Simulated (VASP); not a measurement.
CdClO:

```
Cd Cl O
1.0
     3.81177    0.00000    0.00000
    -1.90589    3.30109    0.00000
     0.00000    0.00000    9.56256
Cd Cl O
2 2 2
Cartesian
  1.9059 1.1004 0.1823
  0.0000 2.2007 4.9636
  1.9059 1.1004 3.2390
  0.0000 2.2007 8.0203
  0.0000 0.0000 0.7576
  0.0000 0.0000 5.5388
```

The cell comes from a database or a generator and needn't be the stable form of this composition.

```yaml
Program: VASP 6.6.1
Task: single point
Functional: PBE
Potentials_or_basis: VASP PAW PBE potentials, release 64 (Cd, Cl, O)
Cutoff: 520 eV
k_mesh: 8 × 8 × 3
Occupations: fermi-dirac, width 0.05 eV
Spin: no spin polarisation
```

On this cell: pressure -2.1 GPa; largest force 0.121 eV/Å; band gap on the k mesh none (metal or under the smearing width).

The same run follows on a disturbed copy (atoms moved at random, drawn with an rms of 0.05 Å):

```
Cd Cl O
1.0
     3.81177    0.00000    0.00000
    -1.90589    3.30109    0.00000
     0.00000    0.00000    9.56256
Cd Cl O
2 2 2
Direct
  0.69036 0.35361 0.02375
  0.33352 0.65981 0.52132
  0.65930 0.32808 0.34074
  0.32380 0.66592 0.84373
  0.98813 0.98128 0.07938
  0.00258 0.01604 0.57620
```

**Question.** What does the disturbed cell give?

**Answer.** The energy (extrapolated to zero smearing) moves by +11.6 meV/atom; pressure -1.2 GPa; largest force 0.805 eV/Å; band gap on the k mesh none (metal or under the smearing width).

Forces on the atoms (eV/Å):
```
Cd  -0.159 -0.789  0.037
Cd  -0.114  0.404  0.084
Cl   0.011 -0.036 -0.167
Cl   0.045  0.064 -0.205
O    0.123  0.728  0.146
O    0.094 -0.372  0.105
```

Stress tensor (GPa, compression positive):
```
-2.93 -0.13  0.05
-0.13 -0.60  0.18
 0.05  0.18 -0.04
```
